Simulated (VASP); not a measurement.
Here is the system:

```yaml
crystal:
  lattice:
    - [0.00000, 3.02557, 3.02557]
    - [3.02557, 0.00000, 3.02557]
    - [3.02557, 3.02557, 0.00000]
  atoms:
    - { symbol: Pt, position: [0.00000, 0.00000, 0.00000] }
    - { symbol: Ni, position: [0.50000, 0.50000, 0.50000], spin: 2.0 }
    - { symbol: Ni, position: [0.25000, 0.25000, 0.25000], spin: 2.0 }
    - { symbol: Ni, position: [0.75000, 0.75000, 0.75000], spin: 2.0 }
```

Level of theory: PBE GGA, VASP's PBE PAW potentials (set 64) (plane waves; VASP). Run with 300 eV cut-off, 7×7×7 Γ-centred mesh, Gaussian smearing of 0.14 eV, potentials Pt Ni.

At this cut-off the stress carries a Pulay error, which pulls relaxed volumes low.

Give the stress tensor in GPa (positive for a compressed cell).

```
-17.60    0.00    0.00
  0.00  -17.60    0.00
  0.00    0.00  -17.60
```
The pressure is its mean diagonal, -17.60 GPa.

The structure was generated: Ni3Pt was put into an ordered model structure, which need not be its known phase. The cell was not relaxed at this level.
